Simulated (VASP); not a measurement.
Consider the following.

```
CELL_PARAMETERS angstrom
      0.00000     2.28809     2.28809
      2.28809     0.00000     2.28809
      2.28809     2.28809     0.00000
ATOMIC_POSITIONS crystal
  Na 0.00000 0.00000 0.00000
  F  0.50000 0.50000 0.50000
```

Computed with PBE GGA with D4 dispersion, VASP's PBE PAW potentials (set 64) (plane waves; VASP). Run with 520 eV cut-off, 10×10×10 Γ-centred mesh, Gaussian smearing of 0.050 eV, potentials Na_pv F.

### Question
Give the stress tensor in GPa (positive for a compressed cell).

### Answer

```
3.48  0.00  0.00
0.00  3.48  0.00
0.00  0.00  3.48
```
The pressure is its mean diagonal, 3.48 GPa.

The compound is NaF in the rock salt structure. This cell is one point of a volume scan, at 0.94 of the reference volume.
